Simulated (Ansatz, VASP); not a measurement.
## Ni4P (P/Ni(111)): VASP beside Ansatz

One calculation is typed for both programs; each brings its own data sets. How far apart do they land? Of the first pair: The structure shown is the start of the Ansatz relaxation below; VASP solves that cell, so the two are compared at the walk's first step.

Program: Ansatz 0.2.0. Level of theory: plane waves, with VASP 6.6.1 beside it; PBE. Results are calculated unless marked as measured.

## (1) The structure

The cell holds 5 atoms: 4 Ni and 1 P. Cell: a = 2.489 Å, b = 2.489 Å, c = 25.959 Å, α = 90.0°, β = 90.0°, γ = 60.0°. Vacuum lies along c.

## (2) Ansatz: relaxation, PBE

Ansatz runs on its default PAW (the set named soft_2) files.

The two programs are compared at the cell with which this relaxation starts, whose forces are those of its first step.

input.yaml

```yaml
crystal:
  lattice:
    - [2.4890158698, 0.0, 0.0]
    - [1.2445079349, 2.1555509736, 0.0]
    - [0.0, 0.0, 25.9592788557]
  atoms:
    - { symbol: Ni, position: [0.0, 0.0, 0.346696842], spin: 0.7 }
    - { symbol: Ni, position: [0.3333333333, 0.3333333333, 0.4249837989], spin: 0.72 }
    - { symbol: Ni, position: [0.6666666667, 0.6666666667, 0.5030104016], spin: 0.72 }
    - { symbol: Ni, position: [0.0, 0.0, 0.5802536445], spin: 0.7 }
    - { symbol: P, position: [0.3333333333, 0.3333333333, 0.653303158] }
magnetization:
  spin_polarized: true
kpoints:
  mp_grid: { grid: [12, 12, 1] }
hamiltonian:
  xc: pbe
scf:
  occupations: { method: fermi_dirac, width: 0.1 }
  convergence: { dr2_threshold: 1.0e-08 }
efield:
  axis: 3
  dipole_correction: true
  ramp_position: 0.97
  ramp_width: 0.06
relax:
  f_tol: 0.02
  max_steps: 60
  constraints: [{ sites: [0, 1] }]
output:
  write_potential: true
  write_density: true
  volumetric_format: npy
```

On the command line:

```sh
$ ansatz run input.yaml --threads 4 --pin off --max-ram 16384MiB --backend cpu --events-out ev --progress --plain --runs-dir out
```

Numbers of over 12 decimals in the logs are rounded to 6 here.

What it wrote:

```text
Engine: ansatz 0.2.0, aarch64-unknown-linux-gnu
Pseudopotentials: kind: paw
Pseudopotential: Ni, paw, valence charge 18, recommended cutoff 420 eV (normal), Ni.paw.azcp
Pseudopotential: P, paw, valence charge 5, recommended cutoff 420 eV (normal), P.paw.azcp
Functional definition: PBE
  parameter kappa = 0.804
  parameter beta = 0.066725
  exchange = pbe_x(kappa = kappa, mu = beta*pi^2/3)
  correlation = pbe_c(beta = beta)
Crystal: 5 atoms, lattice volume = 139.277 Å³
Basis set: ecut = 420 eV, 2625 PW (Γ), exchange–correlation on 36×36×360 points (8 copies of the dense FFT grid, shifted against one another)
Bands: 48, of which v1, the nominal top of the filled ones, is band 39 counted from 1 (38 counted from 0)
Symmetry: 6 space group operations
k-points: 19 of 144 (time reversal used)
Non-local potential: Ni, projectors of the file, l = 0: 3, l = 1: 2, l = 2: 3, l = 3: 1
Non-local potential: P, projectors of the file, l = 0: 2, l = 1: 2, l = 2: 2
PAW form: soft (Blöchl's): semilocal exchange-correlation on the pseudo side does not see the compensation charge
PAW one-centre angular grid: Ni, 590 points (default); XC on 64 Gauss nodes
PAW one-centre angular grid: P, 110 points (default); XC on 64 Gauss nodes
Initial density: superposition of atomic densities (neutral atoms: chi_scale 0, normalization atom)
Starting moments: Σ|m| = 2.84 μB on 4 of 5 sites
Initial wavefunctions: pseudopotential atomic-orbital guess
Functional: x = pbe(κ = 0.804, μ = 0.219515), c = pbe(β = 0.066725)
SCF iter   1: F=—  HF=-24109.267021 eV  |F-HF|=—  |Δ(HF+E_count)|=         —  Δρ=2.10e-2 (↑1.53e-2 ↓2.10e-2)  dr2=9.97e0  dr2_m=9.79e-2  M=2.645 μB ∫|m|=2.840 μB  β_m=1.00  ethr=3.10e-3  p=-0.000 e·Å  D=-3.01e-7 V/Å  ΔV_dip=0.00 eV  dr2_dipole=2.54e0  V_vac-E_F(+/−)=6.95/6.95 eV  ⟨swp⟩=11.7  Hψ=9868  notcnv=0  defer=22
Mixer restart at iter 1: flushing history
efield: sawtooth ramp at fractional position 0.9700 (set: `efield.ramp_position`, or a place that a band, a saddle search or an elastic batch's reference lends), width 0.0600; the density the first Hamiltonian is built on has a dipole p = -0.000 e·Å; the dipole correction subtracts the counter field D = -3.01e-7 V/Å, which shifts the + side's vacuum level by +0.00 eV against the − side's; the planar-averaged density in the ramp window peaks in size at 4.9e-6 e/Å³
preconditioner: auto → LDOS  [metal: Δε(μ)=0.014 eV  Ē_g=7.277 eV  σ=0.100 eV  W_gap=0.03  n_scr=20 (ndim 8)  ℏωp=21.1 eV  f_vac=0.560  D(μ)=7.72/eV (n_scr^D=92)]
spin=Collinear: LDOS preconditioning applied to the charge; magnetization (m = ρ↑ − ρ↓) channel mixes plain (no charge-response kernel on spin).
SCF iter   2: F=—  HF=-24109.979973 eV  |F-HF|=—  |Δ(HF+E_count)|=   7.13e-1  Δρ=1.46e-2 (↑1.46e-2 ↓1.29e-2)  dr2=2.45e0  dr2_m=1.22e-2  M=2.490 μB ∫|m|=2.853 μB  β_m=0.32  ethr=3.10e-3  p=0.017 e·Å  D=2.22e-2 V/Å  ΔV_dip=-0.58 eV  dr2_dipole=6.43e-1  V_vac-E_F(+/−)=5.72/6.30 eV  ⟨swp⟩=2.7  Hψ=3098  notcnv=0  defer=49
density mixer auto → msr1: a metal under ldos (density of states about μ 3.02 of a free-electron gas's, 20 screened modes)
SCF iter   3: F=—  HF=-24111.976307 eV  |F-HF|=—  |Δ(HF+E_count)|=    2.00e0  Δρ=6.89e-3 (↑6.59e-3 ↓6.89e-3)  dr2=2.99e-1  dr2_m=2.18e-2  M=2.446 μB ∫|m|=2.852 μB  β_m=0.39  ethr=3.10e-3  p=0.025 e·Å  D=3.22e-2 V/Å  ΔV_dip=-0.84 eV  dr2_dipole=6.79e-2  V_vac-E_F(+/−)=4.97/5.81 eV  ⟨swp⟩=2.9  Hψ=2459  notcnv=0  defer=48
SCF iter   4: F=—  HF=-24113.316337 eV  |F-HF|=—  |Δ(HF+E_count)|=         —  Δρ=1.72e-2 (↑1.50e-2 ↓1.72e-2)  dr2=1.19e-1  dr2_m=3.25e-1  M=2.161 μB ∫|m|=2.575 μB  β_m=0.39  ethr=3.88e-4  p=0.029 e·Å  D=3.71e-2 V/Å  ΔV_dip=-0.96 eV  dr2_dipole=4.61e-2  V_vac-E_F(+/−)=4.48/5.44 eV  ⟨swp⟩=3.0  Hψ=3241  notcnv=0  defer=52
SCF iter   5: F=—  HF=-24113.551690 eV  |F-HF|=—  |Δ(HF+E_count)|=   2.35e-1  Δρ=1.39e-2 (↑9.66e-3 ↓1.39e-2)  dr2=6.03e-2  dr2_m=1.69e-1  M=2.069 μB ∫|m|=2.464 μB  β_m=0.63  ethr=1.54e-4  p=0.027 e·Å  D=3.46e-2 V/Å  ΔV_dip=-0.90 eV  dr2_dipole=1.20e-2  V_vac-E_F(+/−)=4.46/5.36 eV  ⟨swp⟩=1.8  Hψ=2169  notcnv=0  defer=52
SCF iter   6: F=—  HF=-24113.777830 eV  |F-HF|=—  |Δ(HF+E_count)|=   2.26e-1  Δρ=4.07e-3 (↑4.07e-3 ↓2.80e-3)  dr2=3.52e-2  dr2_m=4.82e-3  M=1.882 μB ∫|m|=2.216 μB  β_m=0.67  ethr=7.83e-5  p=0.018 e·Å  D=2.37e-2 V/Å  ΔV_dip=-0.62 eV  dr2_dipole=6.71e-4  V_vac-E_F(+/−)=4.46/5.07 eV  ⟨swp⟩=3.1  Hψ=3914  notcnv=0  defer=53
SCF iter   7: F=—  HF=-24113.775055 eV  |F-HF|=—  |Δ(HF+E_count)|=   2.77e-3  Δρ=3.01e-3 (↑3.01e-3 ↓3.01e-3)  dr2=3.12e-2  dr2_m=1.05e-3  M=1.869 μB ∫|m|=2.201 μB  β_m=0.56  ethr=4.58e-5  p=0.022 e·Å  D=2.80e-2 V/Å  ΔV_dip=-0.73 eV  dr2_dipole=9.27e-4  V_vac-E_F(+/−)=4.34/5.07 eV  ⟨swp⟩=2.4  Hψ=3956  notcnv=0  defer=58
[...]
SCF iter   7: F=—  HF=-24113.812012 eV  |F-HF|=—  |Δ(HF+E_count)|=   8.61e-8  Δρ=1.45e-5 (↑1.45e-5 ↓4.73e-6)  dr2=1.52e-7  dr2_m=8.98e-8  M=1.870 μB ∫|m|=2.190 μB  β_m=0.62  ethr=1.09e-9  p=0.017 e·Å  D=2.14e-2 V/Å  ΔV_dip=-0.56 eV  dr2_dipole=3.52e-9  V_vac-E_F(+/−)=4.51/5.07 eV  ⟨swp⟩=2.1  Hψ=3008  notcnv=0  defer=57
SCF iter   8: F=—  HF=-24113.812012 eV  |F-HF|=—  |Δ(HF+E_count)|=   1.30e-8  Δρ=7.32e-6 (↑2.36e-6 ↓7.32e-6)  dr2=6.41e-8  dr2_m=2.37e-8  M=1.870 μB ∫|m|=2.190 μB  β_m=0.68  ethr=1.98e-10  p=0.017 e·Å  D=2.15e-2 V/Å  ΔV_dip=-0.56 eV  dr2_dipole=1.32e-8  V_vac-E_F(+/−)=4.51/5.07 eV  ⟨swp⟩=2.6  Hψ=3127  notcnv=0  defer=57
SCF iter   9: F=—  HF=-24113.812012 eV  |F-HF|=—  |Δ(HF+E_count)|=   3.00e-8  Δρ=4.18e-6 (↑4.18e-6 ↓1.95e-6)  dr2=3.22e-8  dr2_m=5.62e-9  M=1.870 μB ∫|m|=2.190 μB  β_m=0.67  ethr=8.32e-11  p=0.017 e·Å  D=2.14e-2 V/Å  ΔV_dip=-0.56 eV  dr2_dipole=6.60e-9  V_vac-E_F(+/−)=4.51/5.07 eV  ⟨swp⟩=2.5  Hψ=3259  notcnv=0  defer=57
SCF iter  10: F=—  HF=-24113.812012 eV  |F-HF|=—  |Δ(HF+E_count)|=   1.98e-9  Δρ=1.61e-6 (↑1.61e-6 ↓1.36e-6)  dr2=1.21e-8  dr2_m=9.37e-10  M=1.870 μB ∫|m|=2.190 μB  β_m=0.56  ethr=4.18e-11  p=0.017 e·Å  D=2.15e-2 V/Å  ΔV_dip=-0.56 eV  dr2_dipole=1.04e-9  V_vac-E_F(+/−)=4.51/5.07 eV  ⟨swp⟩=2.6  Hψ=3129  notcnv=0  defer=57
SCF iter  11: F=—  HF=-24113.812012 eV  |F-HF|=—  |Δ(HF+E_count)|=  8.77e-10  Δρ=4.00e-7 (↑4.00e-7 ↓2.87e-7)  dr2=6.21e-10  dr2_m=4.30e-11  M=1.870 μB ∫|m|=2.190 μB  β_m=0.51  ethr=1.58e-11  p=0.017 e·Å  D=2.15e-2 V/Å  ΔV_dip=-0.56 eV  dr2_dipole=2.75e-11  V_vac-E_F(+/−)=4.51/5.07 eV  ⟨swp⟩=2.2  Hψ=2679  notcnv=0  defer=57
SCF iter  12: F=-24113.812012 eV  HF=-24113.812012 eV  |F-HF|=7.49e-10  |Δ(HF+E_count)|=  2.07e-10  Δρ=5.21e-7 (↑3.00e-7 ↓5.21e-7)  dr2=8.84e-10  dr2_m=3.22e-11  M=1.870 μB ∫|m|=2.190 μB  ethr=1.00e-12  p=0.017 e·Å  D=2.15e-2 V/Å  ΔV_dip=-0.56 eV  dr2_dipole=1.21e-11  V_vac-E_F(+/−)=4.51/5.07 eV  ⟨swp⟩=5.9  Hψ=11184  notcnv=0
SCF 5 converged in 12 iterations: F = -24113.812012 eV  dr2 = 8.84e-10
relax step   5: F+E_penalty+E_count = -24113.81201210 eV  Δ(F+E_penalty+E_count) = -2.130e-4 eV  max|allowed force component| = 2.486e-3 eV/Å  Δτ_max = 0.0118 Å  (12 SCF iters, accepted)
NSCF: frozen V_eff on 19 k-points
the band table was solved once a step of the walk had ended and its energy, with any forces and stress, was formed, with the checks that follow a solve (9796 applications of the Hamiltonian). They found nothing against the state; the energy, forces and stress were not computed again (output.eigenvalues in the input reference)
WARN: The output density's exchange-correlation potential varies sharply where the density is thin. Do not read a vacuum level from v_tot or v_xc, or from such a field of the output density. On a cell that repeats whose density bears no net charge and no dipole along the vacuum's axis use v_es (v_loc + v_h of the components); under efield.dipole_correction with no amplitude use v_es + v_field, which holds any externa [...]
SCF converged after 12 iterations
Magnetization: 1.8697 μB (39.4348 up, 37.5652 down)
Absolute magnetization: 2.1936 μB (∫|ρ↑−ρ↓|, with the PAW one-centre terms)
Spin contamination: 0.0684 ħ² per cell (⟨S²⟩ above its minimum at these occupations)
Per-site moments (μB) at R_I (Å): [(0.723399, 1.026719), (0.706328, 1.023789), (0.557651, 1.023789), (0.018814, 0.952582), (-0.00999367, 0.952582)]
Free energy (F): -24113.812012 eV
Harris-Foulkes:  -24113.812012 eV  (|F-HF|=7.49e-10)
Internal energy: -24113.600504 eV  (E = F + TS)
E sigma→0 (E₀):  -24113.706258 eV
Entropy (-TS):   -0.211508 eV (-42.302 meV/atom)
Fermi energy:    4.045180 eV
Dipole field:    D = 0.021446 V/Å  (p = 0.016507 e·Å, saw-weighted, corrected)
Work function:   Φ+ = 4.5141 eV   Φ− = 5.0709 eV
Levels:          The Fermi level and band energies are counted from a zero that moves with the ramp; work functions are not
--- Per-component energies (eV) ---
  E_band       = -2167.228498
  E_kinetic    = 1203.239927
  E_local      = -203474.103692  (includes V_loc(G=0)·N_el)
  E_nonlocal   = 2579.829331
  E_hartree    = 100067.998632
  E_xc         = -401.210290
  E_vxc        = -498.870495  (∫ρ·V_xc dr)
  E_paw        = -7091.420479  (= ΣΔE_a)
  E_vpaw       = -2114.327452  (= ΣTr[D̂ρ^β])
  E_aug_tail   = 0.002076  (compensation charges beyond the density's cutoff)
  E_efield     = 0.000177  (sawtooth field / dipole correction)
  E_vefield    = 0.993749  (∫n·V_field dr)
  E_ewald      = 83002.063815
  E_smearing   = -0.211508  (= −TS)
  E_closure    = -0.000000  (closes the sum)
  Σ components = -24113.812012   (vs F -24113.812012, Δ=0.00e0)
--- Forces (eV/Å), atoms counted from 1 ---
  atom   1  Ni     0.00000000    -0.00000000     0.15750887
  atom   2  Ni    -0.00000000    -0.00000000    -0.15747233
  atom   3  Ni     0.00000000     0.00000000    -0.00146712
  atom   4  Ni     0.00000000    -0.00000000     0.00248585
  atom   5  P      0.00000000    -0.00000000    -0.00104890
  max |Σ_I F_I| component: 6.37e-6 eV/Å
--- Band table (eV; the first three rows and the last of 38) ---
  k-point 0 ↑: bands = [... 35 lower, 2.8102, 2.8102, 3.1454, 3.1454, 3.4127, 3.4127, 3.8625, 7.2655, ... 5 higher]
  k-point 1 ↑: bands = [... 35 lower, 2.8149, 2.8154, 2.8958, 3.1499, 3.4176, 3.4773, 4.6175, 7.4766, ... 5 higher]
  k-point 2 ↑: bands = [... 35 lower, 2.5958, 2.8206, 3.0208, 3.1507, 3.4294, 4.0489, 5.7290, 7.8812, ... 5 higher]
  k-point 18 ↓: bands = [... 35 lower, 3.5281, 4.0149, 4.0692, 4.1109, 6.2613, 8.9529, 9.0435, 9.3788, ... 5 higher]
--- Relaxed structure (5 steps of the walk, 5 accepted, 0 SCFs on fresh bases) ---
  F+E_penalty+E_count = -24113.81201210 eV   max|allowed force component| = 2.486e-3 eV/Å
  atoms:
    - { symbol: Ni, position: [-1.480297366145334e-17, -1.4802973661453342e-17, 0.346697] }
    - { symbol: Ni, position: [0.333333, 0.333333, 0.424984] }
    - { symbol: Ni, position: [0.666667, 0.666667, 0.502935] }
    - { symbol: Ni, position: [-1.0237278754941213e-17, -1.4802973661453348e-17, 0.583668] }
    - { symbol: P, position: [0.333333, 0.333333, 0.653304] }
```

Reading the cycles: dr2 is the Hartree energy of the density residual (eV), the measure of convergence; HF is the Harris–Foulkes estimate of the energy, which meets the free energy F at convergence.

(Part 1 of 3 ends here.)

[Lines on the potential files, build, host, timing and source positions are cut from VASP's logs without a mark.]

[Logs are printed without paths, hosts, clocks, repeated set-up lines and the standing remarks that a program may print on its own settings, such as how far it seeks lower states.]

[Hosts, paths, dates, database ids (printed as entryN), source tags and the programs' standing remarks are cut or masked in the printed files.]
